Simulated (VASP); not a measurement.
Input:

```
CELL_PARAMETERS angstrom
      0.00000     1.87859     1.87859
      1.87859     0.00000     1.87859
      1.87859     1.87859     0.00000
ATOMIC_POSITIONS crystal
  Rh 0.00000 0.00000 0.00000
```

All values below come from LDA (Ceperley-Alder, Perdew-Zunger), VASP's LDA PAW potentials (set 64) (plane waves; VASP). Numerical set-up: 500 eV cut-off, 17×17×17 Γ-centred mesh, first-order Methfessel-Paxton smearing of 0.10 eV, potentials Rh_pv.

Task: The ions, cell shape and volume at an external pressure of 5.0 GPa are relaxed. Give the cell that the relaxation ends in.

Result: 
```
CELL_PARAMETERS angstrom
      0.00000     1.86920     1.86920
      1.86920     0.00000     1.86920
      1.86920     1.86920     0.00000
ATOMIC_POSITIONS crystal
  Rh 0.00000 0.00000 0.00000
```
Space group Fm-3m (225), at a tolerance of 0.03 Å.

Task: How do energy and volume change from the first to the last step?

Result: The energy (σ→0) changes by +3.0 meV/atom and the volume by -1.5 %, in 3 ionic steps.

The compound is Rh in the fcc structure. This run relaxes it under an external pressure of 5 GPa. Symmetry was kept, so distortions that lower it aren't found.
